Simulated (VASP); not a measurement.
Calculation: PBE GGA, VASP's PBE PAW potentials (set 64) (plane waves; VASP).

Input for VASP

INCAR:
```
ALGO  =  Normal
EDIFF  =  1E-6
EDIFFG  =  -0.02
ENCUT  =  620
GGA  =  PE
IBRION  =  2
ISIF  =  3
ISMEAR  =  1
LASPH  =  T
LCHARG  =  F
LMAXMIX  =  4
LREAL  =  F
LWAVE  =  F
NELM  =  100
NSW  =  40
PREC  =  Accurate
PSTRESS  =  100
SIGMA  =  0.1
SYSTEM  =  ZrB2
```

File POSCAR:
```
ZrB2
1
    1.5752928508    -2.7284877220     0.0000000000
    1.5752928508     2.7284877220     0.0000000000
    0.0000000000     0.0000000000     3.5194199169
Zr B
1 2
Direct
  0.0000000000   0.0000000000   0.0000000000
  0.3333330000   0.6666670000   0.5000000000
  0.6666670000   0.3333330000   0.5000000000
```

**KPOINTS**
```
Automatic mesh
0
Gamma
11 11 9
0 0 0
```

POTCAR, in this order: Zr_sv B (PBE.64 set). Program: vasp_std.

What VASP printed:

**OUTCAR**
```
 ion  position               nearest neighbor table
   1  0.000  0.000  0.000-   2 2.53   3 2.53   2 2.53   3 2.53   3 2.53   3 2.53   2 2.53   2 2.53
                             3 2.53   3 2.53   2 2.53   2 2.53
   2  0.333  0.667  0.500-   3 1.82   3 1.82   3 1.82   1 2.53   1 2.53   1 2.53   1 2.53   1 2.53
                             1 2.53
   3  0.667  0.333  0.500-   2 1.82   2 1.82   2 1.82   1 2.53   1 2.53   1 2.53   1 2.53   1 2.53
                             1 2.53
  LATTYP: Found a hexagonal cell.
 ALAT       =     3.1505861066
 C/A-ratio  =     1.1170683161
 Subroutine PRICEL returns:
 Original cell was already a primitive cell.
 Subroutine GETGRP returns: Found 24 space group operations
The static configuration has the point symmetry D_6h.
The dynamic configuration has the point symmetry D_6h.
 Subroutine INISYM returns: Found 24 space group operations
 Subroutine IBZKPT returns following result:
 Found     80 irreducible k-points:

 Following reciprocal coordinates:
            Coordinates               Weight
  0.000000  0.000000  0.000000      1.000000
  0.090909  0.000000  0.000000      6.000000
  0.181818  0.000000  0.000000      6.000000
  0.272727 -0.000000  0.000000      6.000000
...
```

File OSZICAR:
```
       N       E                     dE             d eps       ncg     rms          rms(c)
DAV:   1     0.126754318704E+03    0.12675E+03   -0.10991E+04  2080   0.159E+03
DAV:   2    -0.208873982986E+02   -0.14764E+03   -0.14215E+03  2405   0.360E+02
DAV:   3    -0.275203695818E+02   -0.66330E+01   -0.65614E+01  3310   0.671E+01
DAV:   4    -0.276822787085E+02   -0.16191E+00   -0.16182E+00  2676   0.978E+00
DAV:   5    -0.276867539414E+02   -0.44752E-02   -0.44751E-02  3174   0.123E+00    0.224E+01
DAV:   6    -0.250110764508E+02    0.26757E+01   -0.77325E+00  2535   0.201E+01    0.915E+00
DAV:   7    -0.249758482500E+02    0.35228E-01   -0.94704E-01  3164   0.642E+00    0.317E+00
DAV:   8    -0.249774885343E+02   -0.16403E-02   -0.10918E-01  2488   0.310E+00    0.823E-01
DAV:   9    -0.249743283113E+02    0.31602E-02   -0.18903E-02  2578   0.115E+00    0.154E-01
DAV:  10    -0.249742762814E+02    0.52030E-04   -0.97407E-04  2697   0.293E-01    0.453E-02
DAV:  11    -0.249742889121E+02   -0.12631E-04   -0.33362E-05  2805   0.693E-02    0.143E-02
DAV:  12    -0.249742888487E+02    0.63404E-07   -0.21584E-06  2080   0.159E-02
   1 F= -.23085977E+02 E0= -.23085998E+02  d E =-.230860E+02
       N       E                     dE             d eps       ncg     rms          rms(c)
DAV:   1    -0.251010828720E+02   -0.12679E+00   -0.73052E+00  2179   0.306E+01    0.639E+00
DAV:   2    -0.248937805335E+02    0.20730E+00   -0.53088E-01  2208   0.885E+00    0.167E+00
DAV:   3    -0.248710180625E+02    0.22762E-01   -0.19975E-01  3140   0.377E+00    0.809E-01
DAV:   4    -0.248754529176E+02   -0.44349E-02   -0.95732E-03  2519   0.864E-01    0.267E-01
DAV:   5    -0.248779398294E+02   -0.24869E-02   -0.67169E-03  3127   0.555E-01    0.272E-01
DAV:   6    -0.248788593145E+02   -0.91949E-03   -0.89603E-04  3459   0.219E-01    0.862E-02
DAV:   7    -0.248789070805E+02   -0.47766E-04   -0.81768E-05  2613   0.918E-02    0.150E-02
DAV:   8    -0.248789109528E+02   -0.38723E-05   -0.30992E-06  2427   0.195E-02    0.711E-03
DAV:   9    -0.248789120024E+02   -0.10496E-05   -0.34641E-07  1230   0.747E-03    0.100E-03
DAV:  10    -0.248789122126E+02   -0.21022E-06   -0.92513E-08  1155   0.292E-03
   2 F= -.23075668E+02 E0= -.23075679E+02  d E =0.103085E-01
       N       E                     dE             d eps       ncg     rms          rms(c)
DAV:   1    -0.250224193398E+02   -0.14351E+00   -0.25144E+00  2197   0.183E+01    0.373E+00
DAV:   2    -0.249547893080E+02    0.67630E-01   -0.22326E-01  2259   0.567E+00    0.976E-01
DAV:   3    -0.249457987944E+02    0.89905E-02   -0.56498E-02  3160   0.201E+00    0.399E-01
DAV:   4    -0.249471083051E+02   -0.13095E-02   -0.29368E-03  2648   0.434E-01    0.167E-01
DAV:   5    -0.249479898482E+02   -0.88154E-03   -0.22649E-03  3080   0.307E-01    0.145E-01
DAV:   6    -0.249482506927E+02   -0.26084E-03   -0.27369E-04  3543   0.123E-01    0.439E-02
DAV:   7    -0.249482605805E+02   -0.98878E-05   -0.20845E-05  2644   0.450E-02    0.113E-02
DAV:   8    -0.249482605474E+02    0.33100E-07   -0.11125E-06  1561   0.126E-02
   3 F= -.23095016E+02 E0= -.23095035E+02  d E =-.903919E-02
       N       E                     dE             d eps       ncg     rms          rms(c)
DAV:   1    -0.249475766537E+02    0.68393E-03   -0.49206E-04  2205   0.251E-01    0.517E-02
DAV:   2    -0.249475620168E+02    0.14637E-04   -0.40352E-05  2265   0.747E-02    0.135E-02
DAV:   3    -0.249475602348E+02    0.17820E-05   -0.11874E-05  3197   0.290E-02    0.593E-03
DAV:   4    -0.249475609371E+02   -0.70229E-06   -0.47469E-07  1098   0.618E-03
   4 F= -.23095013E+02 E0= -.23095032E+02  d E =-.903646E-02
       N       E                     dE             d eps       ncg     rms          rms(c)
DAV:   1    -0.249476452848E+02   -0.85050E-04   -0.90447E-03  2250   0.959E-01    0.689E-02
DAV:   2    -0.249475623379E+02    0.82947E-04   -0.19908E-04  2350   0.124E-01    0.378E-02
DAV:   3    -0.249475281882E+02    0.34150E-04   -0.93771E-05  2375   0.880E-02    0.703E-03
DAV:   4    -0.249475281057E+02    0.82543E-07   -0.20576E-06  1786   0.134E-02
   5 F= -.23095071E+02 E0= -.23095086E+02  d E =-.578348E-04
```

OUTCAR:
```
------------------------ aborting loop because EDIFF is reached ----------------------------------------
  FORCE on cell =-STRESS in cart. coord.  units (eV):
  Direction    XX          YY          ZZ          XY          YZ          ZX
  --------------------------------------------------------------------------------------
  Total        1.8668870      1.8668876      1.8663472      0.0000000     -0.0000000      0.0000000
  in kB      100.7789528    100.7789897    100.7498151      0.0000000     -0.0000000      0.0000000
  external PRESSURE =       0.7692525 kB  Pullay stress =     100.0000000 kB
  volume of cell :       29.68
      direct lattice vectors                 reciprocal lattice vectors
     1.566401800 -2.713088000 -0.000000000     0.319202902 -0.184291848 -0.000000000
     1.566401800  2.713088000  0.000000000     0.319202902  0.184291848 -0.000000000
     0.000000000  0.000000000  3.491899320     0.000000000 -0.000000000  0.286377100
 POSITION                                       TOTAL-FORCE (eV/Angst)
 -----------------------------------------------------------------------------------
      0.00000      0.00000      3.49190        -0.000000      0.000000      0.000000
      1.56640      0.90436      1.74595        -0.000000     -0.000000      0.000000
      1.56640     -0.90436      1.74595         0.000000      0.000000     -0.000000
 -----------------------------------------------------------------------------------
    total drift:                                0.000000      0.000000      0.000000
  FREE ENERGIE OF THE ION-ELECTRON SYSTEM (eV)
  ---------------------------------------------------
  free  energy   TOTEN  =       -24.9475281057 eV

  energy  without entropy=      -24.9475726692  energy(sigma->0) =      -24.94754296
  enthalpy is  TOTEN    =       -23.0950709139 eV   P V=        1.8524571918

 reached required accuracy - stopping structural energy minimisation
```
(Selected blocks of OUTCAR.)

CONTCAR:
```
ZrB2
   1.00000000000000
     1.5664018002549756   -2.7130879997560431   -0.0000000000000000
     1.5664018002549756    2.7130879997560431    0.0000000000000000
     0.0000000000000000    0.0000000000000000    3.4918993195877430
  Zr              B
     1     2
Direct
     0.0000000000000000    0.0000000000000000    1.0000000000000000
     0.3333330000000032    0.6666669999999968    0.5000000000000000
     0.6666669999999968    0.3333330000000032    0.5000000000000000
```

The compound is ZrB2 in the AlB2 type structure. This run relaxes it under an external pressure of 10 GPa. Symmetry was kept, so distortions that lower it aren't found.
